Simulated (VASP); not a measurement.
Output of a VASP run:

OUTCAR:
```
 ion  position               nearest neighbor table
   1  0.000  0.000  0.000-   2 2.25   2 2.25   2 2.25   2 2.25   2 2.25   2 2.25
   2  0.333  0.667  0.500-   1 2.25   1 2.25   1 2.25   1 2.25   1 2.25   1 2.25
  LATTYP: Found a hexagonal cell.
 ALAT       =     2.9733226772
 C/A-ratio  =     0.9754185737
 Subroutine PRICEL returns:
 Original cell was already a primitive cell.
 Subroutine GETGRP returns: Found 12 space group operations
The static configuration has the point symmetry D_3h.
The dynamic configuration has the point symmetry D_3h.
 Subroutine INISYM returns: Found 12 space group operations
 Subroutine IBZKPT returns following result:
 Found    168 irreducible k-points:

 Following reciprocal coordinates:
            Coordinates               Weight
  0.000000  0.000000  0.000000      1.000000
  0.071429  0.000000  0.000000      6.000000
  0.142857  0.000000  0.000000      6.000000
  0.214286 -0.000000  0.000000      6.000000
  0.285714  0.000000  0.000000      6.000000
  0.357143 -0.000000  0.000000      6.000000
  0.428571 -0.000000  0.000000      6.000000
  0.500000  0.000000  0.000000      3.000000
  0.071429  0.071429  0.000000      6.000000
  0.142857  0.071429  0.000000     12.000000
  0.214286  0.071429  0.000000     12.000000
  0.285714  0.071429  0.000000     12.000000
  0.357143  0.071429  0.000000     12.000000
  0.428571  0.071429  0.000000     12.000000
  0.142857  0.142857  0.000000      6.000000
  0.214286  0.142857  0.000000     12.000000
  0.285714  0.142857  0.000000     12.000000
  0.357143  0.142857  0.000000     12.000000
  0.428571  0.142857  0.000000      6.000000
  0.214286  0.214286  0.000000      6.000000
  0.285714  0.214286  0.000000     12.000000
  0.357143  0.214286  0.000000     12.000000
  0.285714  0.285714  0.000000      6.000000
  0.357143  0.285714  0.000000      6.000000
  0.000000  0.000000  0.076923      2.000000
  0.071429  0.000000  0.076923     12.000000
  0.142857  0.000000  0.076923     12.000000
  0.214286 -0.000000  0.076923     12.000000
  0.285714  0.000000  0.076923     12.000000
  0.357143 -0.000000  0.076923     12.000000
  0.428571 -0.000000  0.076923     12.000000
  0.500000  0.000000  0.076923      6.000000
  0.071429  0.071429  0.076923     12.000000
  0.142857  0.071429  0.076923     24.000000
  0.214286  0.071429  0.076923     24.000000
  0.285714  0.071429  0.076923     24.000000
  0.357143  0.071429  0.076923     24.000000
  0.428571  0.071429  0.076923     24.000000
  0.142857  0.142857  0.076923     12.000000
  0.214286  0.142857  0.076923     24.000000
   k-points           NKPTS =    168   k-points in BZ     NKDIM =    168   number of bands    NBANDS=     13
   number of dos      NEDOS =    301   number of ions     NIONS =      2
   total plane-waves  NPLWV =  13824
   dimension x,y,z NGX =    24 NGY =   24 NGZ =   24
   dimension x,y,z NGXF=    48 NGYF=   48 NGZF=   48
   ions per type =               1   1
   PREC   = accura    normal or accurate (medium, high low for compatibility)
   ISTART =      0    job   : 0-new  1-cont  2-samecut
   ICHARG =      2    charge: 1-file 2-atom 10-const
   ISPIN  =      1    spin polarized calculation?
   LNONCOLLINEAR =      F non collinear calculations
   LSORBIT =      F    spin-orbit coupling
   INIWAV =      1    electr: 0-lowe 1-rand  2-diag
   ENCUT  =  520.0 eV  38.22 Ry    6.18 a.u.   5.53  5.53  5.39*2*pi/ulx,y,z
   NELM   =    100;   NELMIN=  2; NELMDL= -5     # of ELM steps
   EDIFF  = 0.1E-06   stopping-criterion for ELM
   LREAL  =      F    real-space projection
   NLSPLINE    = F    spline interpolate recip. space projectors
   LMAXMIX     =    6 max onsite mixed and CHGCAR
   VOSKOWN=      0    Vosko Wilk Nusair interpolation
   EDIFFG = -.1E-01   stopping-criterion for IOM
   NSW    =     30    number of steps for IOM
   NBLOCK =      1;   KBLOCK =     30    inner block; outer block
...
```

### OSZICAR
```
       N       E                     dE             d eps       ncg     rms          rms(c)
DAV:   1     0.114933612544E+03    0.11493E+03   -0.98824E+03  4368   0.153E+03
DAV:   2    -0.176293929324E+02   -0.13256E+03   -0.12918E+03  5078   0.379E+02
DAV:   3    -0.216392205257E+02   -0.40098E+01   -0.39726E+01  5324   0.612E+01
DAV:   4    -0.216808914610E+02   -0.41671E-01   -0.41652E-01  4816   0.666E+00
DAV:   5    -0.216812811541E+02   -0.38969E-03   -0.38969E-03  5173   0.655E-01    0.283E+01
DAV:   6    -0.187367146782E+02    0.29446E+01   -0.10330E+01  4943   0.318E+01    0.678E+00
DAV:   7    -0.186324603676E+02    0.10425E+00   -0.56261E-01  4648   0.651E+00    0.532E+00
DAV:   8    -0.186058063405E+02    0.26654E-01   -0.93669E-02  4798   0.302E+00    0.765E-01
DAV:   9    -0.186049744459E+02    0.83189E-03   -0.33728E-03  4793   0.548E-01    0.160E-01
DAV:  10    -0.186049546363E+02    0.19810E-04   -0.38477E-04  5053   0.254E-01    0.603E-02
DAV:  11    -0.186049546374E+02   -0.10800E-08   -0.13345E-05  4748   0.399E-02    0.992E-03
DAV:  12    -0.186049538274E+02    0.80998E-06   -0.46941E-06  4708   0.245E-02    0.122E-03
DAV:  13    -0.186049539090E+02   -0.81550E-07   -0.74237E-08  3134   0.297E-03
   1 F= -.18604954E+02 E0= -.18605024E+02  d E =-.186050E+02
       N       E                     dE             d eps       ncg     rms          rms(c)
DAV:   1    -0.186105439703E+02   -0.55901E-02   -0.20693E-01  4373   0.543E+00    0.380E-01
DAV:   2    -0.186063630433E+02    0.41809E-02   -0.87902E-03  4653   0.918E-01    0.204E-01
DAV:   3    -0.186048367857E+02    0.15263E-02   -0.31819E-03  4718   0.511E-01    0.664E-02
DAV:   4    -0.186048185866E+02    0.18199E-04   -0.14633E-04  4878   0.118E-01    0.282E-02
DAV:   5    -0.186048150873E+02    0.34994E-05   -0.14820E-05  4693   0.370E-02    0.667E-03
DAV:   6    -0.186048144768E+02    0.61044E-06   -0.20035E-06  4903   0.137E-02    0.191E-03
DAV:   7    -0.186048144751E+02    0.16889E-08   -0.70174E-08  2424   0.286E-03
   2 F= -.18604814E+02 E0= -.18604863E+02  d E =0.139434E-03
       N       E                     dE             d eps       ncg     rms          rms(c)
DAV:   1    -0.186070015444E+02   -0.21871E-02   -0.59877E-02  4373   0.292E+00    0.204E-01
DAV:   2    -0.186057980734E+02    0.12035E-02   -0.25349E-03  4658   0.493E-01    0.110E-01
DAV:   3    -0.186053483594E+02    0.44971E-03   -0.94950E-04  4723   0.278E-01    0.343E-02
DAV:   4    -0.186053443563E+02    0.40031E-05   -0.40775E-05  4853   0.623E-02    0.147E-02
DAV:   5    -0.186053436672E+02    0.68908E-06   -0.40666E-06  4738   0.191E-02    0.347E-03
DAV:   6    -0.186053435425E+02    0.12470E-06   -0.57705E-07  4858   0.725E-03    0.102E-03
DAV:   7    -0.186053435285E+02    0.13983E-07   -0.21478E-08  2204   0.157E-03
   3 F= -.18605344E+02 E0= -.18605406E+02  d E =-.389620E-03
```

OUTCAR:
```
------------------------ aborting loop because EDIFF is reached ----------------------------------------
  FORCE on cell =-STRESS in cart. coord.  units (eV):
  Direction    XX          YY          ZZ          XY          YZ          ZX
  --------------------------------------------------------------------------------------
  Total       -2.7863580     -2.7863582     -2.7866756      0.0000000      0.0000000     -0.0000000
  in kB     -201.0479833   -201.0479946   -201.0708993      0.0000000      0.0000000     -0.0000000
  external PRESSURE =    -201.0556257 kB  Pullay stress =       0.0000000 kB
  volume of cell :       22.20
      direct lattice vectors                 reciprocal lattice vectors
     1.488452376 -2.578075212  0.000000000     0.335919381 -0.193943139 -0.000000000
     1.488452376  2.578075212 -0.000000000     0.335919381  0.193943139  0.000000000
     0.000000000 -0.000000000  2.893258605     0.000000000  0.000000000  0.345631047
 POSITION                                       TOTAL-FORCE (eV/Angst)
 -----------------------------------------------------------------------------------
      0.00000     -0.00000      2.89326         0.000000      0.000000      0.000000
      1.48845      0.85936      1.44663        -0.000000     -0.000000     -0.000000
 -----------------------------------------------------------------------------------
    total drift:                                0.000000     -0.000400      0.000000
  FREE ENERGIE OF THE ION-ELECTRON SYSTEM (eV)
  ---------------------------------------------------
  free  energy   TOTEN  =       -18.6053435285 eV

  energy  without entropy=      -18.6055321330  energy(sigma->0) =      -18.60540640

 reached required accuracy - stopping structural energy minimisation
```
(Selected blocks of OUTCAR.)

POSCAR:
```
WC
1
    1.4866613053    -2.5749729913     0.0000000000
    1.4866613053     2.5749729913     0.0000000000
    0.0000000000     0.0000000000     2.9002341650
W C
1 1
Direct
  0.0000000000   0.0000000000   0.0000000000
  0.3333330000   0.6666670000   0.5000000000
```

### Question
Reconstruct the remaining input files.

### Answer
One answer among several that fit: the input of the run itself, optB86b-vdW, plane waves, VASP's PBE PAW potentials (set 64).

INCAR:
```
AGGAC = 0.0
ALGO = Normal
EDIFF = 1E-7
EDIFFG = -0.01
ENCUT = 520
GGA = MK
IBRION = 2
ISIF = 4
ISMEAR = 1
LASPH = .True.
LCHARG = .False.
LMAXMIX = 6
LREAL = .False.
LUSE_VDW = .True.
LWAVE = .False.
NELM = 100
NSW = 30
PARAM1 = 0.1234
PARAM2 = 1.0
PREC = Accurate
SIGMA = 0.1
SYSTEM = WC
```

### KPOINTS
```
Regular mesh
0
G
14 14 13
0 0 0
```

POTCAR, in this order: W_sv C (PBE.64 set). Program: vasp_std.

The compound is WC in the wc structure. This cell is one point of a volume scan, at 1.06 of the reference volume. Symmetry was kept, so distortions that lower it aren't found.
